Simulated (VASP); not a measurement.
Method: LDA (Ceperley-Alder, Perdew-Zunger), VASP's LDA PAW potentials (set 64) (plane waves; VASP).

A VASP calculation is set up with these files.

### INCAR
```
SYSTEM = PbO
PREC = Accurate
ENCUT = 620
EDIFF = 1E-6
NELM = 100
ALGO = Normal
LREAL = .FALSE.
LASPH = .TRUE.
ISMEAR = 1
SIGMA = 0.1
LMAXMIX = 4
LWAVE = .FALSE.
LCHARG = .FALSE.
IBRION = 2
ISIF = 3
NSW = 40
EDIFFG = -0.02
PSTRESS = 300
```

File KPOINTS:
```
Automatic mesh
0
Gamma
  8 8 9
```

**POSCAR**
```
PbO
1
    3.9267305873     0.0000000000     0.0000000000
    0.0000000000     3.9267305873    -0.0000000000
    0.0000000000    -0.0000000000     3.4980549195
Pb O
2 2
Direct
  0.5000000000   0.0000000000   0.6841957172
  0.0000000000   0.5000000000   0.3158042828
  0.5000000000   0.5000000000   0.0000000000
  0.0000000000   0.0000000000   0.0000000000
```

POTCAR, in this order: Pb_d O (LDA.64 set). Program: vasp_std.

Output of the run:

### OUTCAR
```
 ion  position               nearest neighbor table
   1  0.500  0.000  0.684-   3 2.25   4 2.25   3 2.25   4 2.25   2 3.06   2 3.06   2 3.06   2 3.06
                             2 3.55   2 3.55   2 3.55   2 3.55
   2  0.000  0.500  0.316-   3 2.25   4 2.25   4 2.25   3 2.25   1 3.06   1 3.06   1 3.06   1 3.06
                             1 3.55   1 3.55   1 3.55   1 3.55
   3  0.500  0.500  0.000-   1 2.25   2 2.25   1 2.25   2 2.25
   4  0.000  0.000  0.000-   1 2.25   2 2.25   2 2.25   1 2.25
  LATTYP: Found a simple tetragonal cell.
 ALAT       =     3.9267305873
 C/A-ratio  =     0.8908314033
 Subroutine PRICEL returns:
 Original cell was already a primitive cell.
 Subroutine GETGRP returns: Found 16 space group operations
The static configuration has the point symmetry D_2d.
 The point group associated with its full space group is D_4h.
The dynamic configuration has the point symmetry D_2d.
 Subroutine INISYM returns: Found 16 space group operations
 Subroutine IBZKPT returns following result:
 Found     75 irreducible k-points:

 Following reciprocal coordinates:
            Coordinates               Weight
  0.000000  0.000000  0.000000      1.000000
  0.125000  0.000000  0.000000      4.000000
  0.250000  0.000000  0.000000      4.000000
  0.375000  0.000000  0.000000      4.000000
  0.500000  0.000000  0.000000      2.000000
  0.125000  0.125000  0.000000      4.000000
  0.250000  0.125000  0.000000      8.000000
  0.375000  0.125000  0.000000      8.000000
  0.500000  0.125000  0.000000      4.000000
  0.250000  0.250000  0.000000      4.000000
  0.375000  0.250000  0.000000      8.000000
  0.500000  0.250000  0.000000      4.000000
  0.375000  0.375000  0.000000      4.000000
  0.500000  0.375000  0.000000      4.000000
  0.500000  0.500000  0.000000      1.000000
  0.000000  0.000000  0.111111      2.000000
  0.125000  0.000000  0.111111      8.000000
  0.250000  0.000000  0.111111      8.000000
  0.375000  0.000000  0.111111      8.000000
  0.500000  0.000000  0.111111      4.000000
  0.125000  0.125000  0.111111      8.000000
  0.250000  0.125000  0.111111     16.000000
  0.375000  0.125000  0.111111     16.000000
  0.500000  0.125000  0.111111      8.000000
  0.250000  0.250000  0.111111      8.000000
  0.375000  0.250000  0.111111     16.000000
  0.500000  0.250000  0.111111      8.000000
  0.375000  0.375000  0.111111      8.000000
  0.500000  0.375000  0.111111      8.000000
  0.500000  0.500000  0.111111      2.000000
  0.000000  0.000000  0.222222      2.000000
  0.125000  0.000000  0.222222      8.000000
  0.250000  0.000000  0.222222      8.000000
  0.375000  0.000000  0.222222      8.000000
  0.500000  0.000000  0.222222      4.000000
  0.125000  0.125000  0.222222      8.000000
  0.250000  0.125000  0.222222     16.000000
  0.375000  0.125000  0.222222     16.000000
  0.500000  0.125000  0.222222      8.000000
  0.250000  0.250000  0.222222      8.000000
   k-points           NKPTS =     75   k-points in BZ     NKDIM =     75   number of bands    NBANDS=     24
   number of dos      NEDOS =    301   number of ions     NIONS =      4
   total plane-waves  NPLWV =  28672
   dimension x,y,z NGX =    32 NGY =   32 NGZ =   28
   dimension x,y,z NGXF=    64 NGYF=   64 NGZF=   56
   ions per type =               2   2
   PREC   = accura    normal or accurate (medium, high low for compatibility)
   ISTART =      0    job   : 0-new  1-cont  2-samecut
   ICHARG =      2    charge: 1-file 2-atom 10-const
   ISPIN  =      1    spin polarized calculation?
   LNONCOLLINEAR =      F non collinear calculations
   LSORBIT =      F    spin-orbit coupling
   INIWAV =      1    electr: 0-lowe 1-rand  2-diag
...
```

File OSZICAR:
```
       N       E                     dE             d eps       ncg     rms          rms(c)
DAV:   1     0.482692267419E+03    0.48269E+03   -0.23159E+04  3600   0.255E+03
DAV:   2     0.298418759949E+02   -0.45285E+03   -0.44480E+03  3800   0.567E+02
DAV:   3    -0.251451972330E+02   -0.54987E+02   -0.53517E+02  4760   0.208E+02
DAV:   4    -0.267762005379E+02   -0.16310E+01   -0.16297E+01  3912   0.375E+01
DAV:   5    -0.268275643629E+02   -0.51364E-01   -0.51361E-01  5040   0.672E+00    0.113E+01
DAV:   6    -0.231741458629E+02    0.36534E+01   -0.22205E+01  5688   0.476E+01    0.412E+00
DAV:   7    -0.231010588620E+02    0.73087E-01   -0.20664E+00  4648   0.119E+01    0.213E+00
DAV:   8    -0.230744577612E+02    0.26601E-01   -0.52204E-01  5000   0.579E+00    0.996E-01
DAV:   9    -0.230516104420E+02    0.22847E-01   -0.13017E-01  5800   0.369E+00    0.122E-01
DAV:  10    -0.230525048937E+02   -0.89445E-03   -0.10303E-02  4872   0.904E-01    0.555E-02
DAV:  11    -0.230524326270E+02    0.72267E-04   -0.69047E-04  6088   0.290E-01    0.141E-02
DAV:  12    -0.230524390345E+02   -0.64075E-05   -0.75365E-05  3960   0.613E-02    0.117E-02
DAV:  13    -0.230524371732E+02    0.18614E-05   -0.13747E-05  4360   0.438E-02    0.165E-03
DAV:  14    -0.230524372432E+02   -0.69989E-07   -0.19377E-06  2400   0.184E-02
   1 F= -.12952946E+02 E0= -.12952967E+02  d E =-.129529E+02
       N       E                     dE             d eps       ncg     rms          rms(c)
DAV:   1    -0.229947237967E+02    0.57713E-01   -0.89725E-01  4248   0.170E+01    0.103E+00
DAV:   2    -0.229697090169E+02    0.25015E-01   -0.82486E-02  4840   0.412E+00    0.304E-01
DAV:   3    -0.229662835650E+02    0.34255E-02   -0.98500E-03  4560   0.233E+00    0.935E-02
DAV:   4    -0.229661063823E+02    0.17718E-03   -0.20818E-03  5448   0.660E-01    0.270E-02
DAV:   5    -0.229661205601E+02   -0.14178E-04   -0.22707E-04  5320   0.197E-01    0.142E-02
DAV:   6    -0.229661136108E+02    0.69494E-05   -0.36139E-05  5656   0.128E-01    0.381E-03
DAV:   7    -0.229661133802E+02    0.23059E-06   -0.45460E-06  3744   0.287E-02
   2 F= -.12952030E+02 E0= -.12952049E+02  d E =0.915767E-03
       N       E                     dE             d eps       ncg     rms          rms(c)
DAV:   1    -0.230354501766E+02   -0.69337E-01   -0.38774E-01  4248   0.113E+01    0.669E-01
DAV:   2    -0.230248104106E+02    0.10640E-01   -0.35258E-02  4824   0.268E+00    0.199E-01
DAV:   3    -0.230233288846E+02    0.14815E-02   -0.42033E-03  4552   0.154E+00    0.618E-02
DAV:   4    -0.230232490877E+02    0.79797E-04   -0.91208E-04  5440   0.438E-01    0.178E-02
DAV:   5    -0.230232547500E+02   -0.56624E-05   -0.98445E-05  5296   0.132E-01    0.921E-03
DAV:   6    -0.230232517236E+02    0.30264E-05   -0.15367E-05  5400   0.850E-02    0.247E-03
DAV:   7    -0.230232515303E+02    0.19330E-06   -0.14829E-06  2032   0.185E-02
   3 F= -.12953296E+02 E0= -.12953317E+02  d E =-.350442E-03
```

**OUTCAR**
```
------------------------ aborting loop because EDIFF is reached ----------------------------------------
  FORCE on cell =-STRESS in cart. coord.  units (eV):
  Direction    XX          YY          ZZ          XY          YZ          ZX
  --------------------------------------------------------------------------------------
  Total       10.0887215     10.0887215     10.0270259      0.0000000      0.0000000      0.0000000
  in kB      300.5590742    300.5590742    298.7210636      0.0000000      0.0000000      0.0000000
  external PRESSURE =      -0.0535960 kB  Pullay stress =     300.0000000 kB
  volume of cell :       53.78
      direct lattice vectors                 reciprocal lattice vectors
     3.923163467  0.000000000  0.000000000     0.254896338  0.000000000  0.000000000
     0.000000000  3.923163467  0.000000000     0.000000000  0.254896338  0.000000000
     0.000000000  0.000000000  3.494170256     0.000000000  0.000000000  0.286190977
 POSITION                                       TOTAL-FORCE (eV/Angst)
 -----------------------------------------------------------------------------------
      1.96158      0.00000      2.39087         0.000000      0.000000     -0.018647
      0.00000      1.96158      1.10330         0.000000      0.000000      0.018647
      1.96158      1.96158      0.00000         0.000000      0.000000      0.000000
      0.00000      0.00000      0.00000         0.000000     -0.000000      0.000000
 -----------------------------------------------------------------------------------
    total drift:                                0.000000     -0.000000     -0.000000
  FREE ENERGIE OF THE ION-ELECTRON SYSTEM (eV)
  ---------------------------------------------------
  free  energy   TOTEN  =       -23.0232515303 eV

  energy  without entropy=      -23.0233124466  energy(sigma->0) =      -23.02327184
  enthalpy is  TOTEN    =       -12.9532962151 eV   P V=       10.0699553152

 reached required accuracy - stopping structural energy minimisation
```
(Selected blocks of OUTCAR.)

File CONTCAR:
```
PbO
   1.00000000000000
     3.9231634666864408    0.0000000000000000    0.0000000000000000
     0.0000000000000000    3.9231634666864408    0.0000000000000000
     0.0000000000000000    0.0000000000000000    3.4941702563079575
  Pb              O
     2     2
Direct
     0.5000000000000000    0.0000000000000000    0.6842457113281956
     0.0000000000000000    0.5000000000000000    0.3157542886718044
     0.5000000000000000    0.5000000000000000    0.0000000000000000
     0.0000000000000000    0.0000000000000000    0.0000000000000000
```

The compound is PbO in the litharge structure. This run relaxes it under an external pressure of 30 GPa. Symmetry was kept, so distortions that lower it aren't found.
